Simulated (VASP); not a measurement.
A convergence study with VASP on PtAl₂ (fluorite): one setting is varied, all else stays as given below, so the limit is that of these other settings. Each run relaxes cell and ions from the cell shown. The basis is that of the starting cell, so low cut-offs carry a Pulay error.

```
CELL_PARAMETERS angstrom
      0.00000     2.95500     2.95500
      2.95500     0.00000     2.95500
      2.95500     2.95500     0.00000
ATOMIC_POSITIONS crystal
  Al 0.25000 0.25000 0.25000
  Al 0.75000 0.75000 0.75000
  Pt 0.00000 0.00000 0.00000
```

These are PBE GGA, VASP's PBE PAW potentials (set 64) (plane waves; VASP) values and carry that method's errors. The tightest run used: 700 eV cut-off, 8×8×8 Γ-centred mesh, first-order Methfessel-Paxton smearing of 0.10 eV, potentials Al Pt.

Problem. The settings run are ENCUT = 150; ENCUT = 200; ENCUT = 250; ENCUT = 300; ENCUT = 350; ENCUT = 400; ENCUT = 450; ENCUT = 500; ENCUT = 550; ENCUT = 600; ENCUT = 650; ENCUT = 700. From which on does the relaxed volume stay within 0.05 Å³/atom of the tightest run?

Solution. From ENCUT = 250 on: it is off by 0.023 there and by no more than 0.05 in any finer run, while ENCUT = 200 is off by 0.770.
| setting | relaxed volume (Å³/atom) | E (eV/atom) | plane waves | difference judged (Å³/atom) |
|---|---|---|---|---|
| ENCUT = 150 | 14.535 | -5.8652 | 228 | 2.966 |
| ENCUT = 200 | 16.732 | -5.3892 | 343 | 0.770 |
| ENCUT = 250 | 17.479 | -5.4099 | 477 | 0.023 |
| ENCUT = 300 | 17.473 | -5.4122 | 620 | 0.029 |
| ENCUT = 350 | 17.469 | -5.4119 | 778 | 0.032 |
| ENCUT = 400 | 17.495 | -5.4125 | 960 | 0.006 |
| ENCUT = 450 | 17.501 | -5.4128 | 1139 | 0.000 |
| ENCUT = 500 | 17.497 | -5.4127 | 1363 | 0.004 |
| ENCUT = 550 | 17.497 | -5.4127 | 1540 | 0.004 |
| ENCUT = 600 | 17.500 | -5.4128 | 1759 | 0.001 |
| ENCUT = 650 | 17.502 | -5.4128 | 1964 | 0.000 |
| ENCUT = 700 | 17.501 | -5.4128 | 2200 | 0.000 |

Left out are rungs that failed or repeat a setting and relaxations that didn't move; long series are thinned to 24 rows.

The compound is PtAl2 in the fluorite structure.
